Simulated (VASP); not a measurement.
Input:

```yaml
crystal:
  lattice:
    - [1.44538, -2.50347, 0.00000]
    - [1.44538, 2.50347, 0.00000]
    - [0.00000, 0.00000, 4.58397]
  atoms:
    - { symbol: Ti, position: [0.33333, 0.66667, 0.25000] }
    - { symbol: Ti, position: [0.66667, 0.33333, 0.75000] }
```

The numbers are results of PBE GGA with D3 dispersion (zero damping), VASP's PBE PAW potentials (set 64) (plane waves; VASP 6.6.1), not measurements. Run with 520 eV cut-off, 13×13×7 Γ-centred mesh, first-order Methfessel-Paxton smearing of 0.10 eV, potentials Ti_sv.

**Question.** Predict the energy per atom (σ→0), band gap (on the k-mesh) with the smallest direct gap where there is one.

**Answer.** 
The band gap (on the k-mesh) is none (metal, semimetal or under 0.01 eV) and the energy per atom (σ→0) is -8.300 eV/atom.

Only differences to runs with the same potentials and settings are physical.

The compound is Ti in the hcp structure. It was relaxed first, which changed the volume by -6 %. The start is the result of an earlier pass.
